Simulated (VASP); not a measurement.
```yaml
crystal:
  lattice:
    - [5.62048, 0.00000, 0.00000]
    - [0.00000, 5.62048, 0.00000]
    - [0.00000, 0.00000, 5.62048]
  atoms:
    - { symbol: Cs, position: [0.00000, 0.00000, 0.00000] }
    - { symbol: Pb, position: [0.50000, 0.50000, 0.50000] }
    - { symbol: Cl, position: [0.50000, 0.00000, 0.50000] }
    - { symbol: Cl, position: [0.00000, 0.50000, 0.50000] }
    - { symbol: Cl, position: [0.50000, 0.50000, 0.00000] }
```

Computed with PBEsol GGA, VASP's PBE PAW potentials (set 64) (plane waves; VASP 6.6.1). Run with 400 eV cut-off, 5×5×5 Γ-centred mesh, Gaussian smearing of 0.010 eV, potentials Cs_sv Pb_d Cl.

### Question
Estimate the energy per atom (σ→0).

### Answer

```json
{
  "energy per atom (σ→0)": "-3.679 eV/atom"
}
```

The absolute energy has meaning only against runs of the same code, potentials and settings.

The compound is CsPbCl3 in the cubic perovskite structure, the ideal cubic form; the compound distorts at low or room temperature. It was relaxed first.
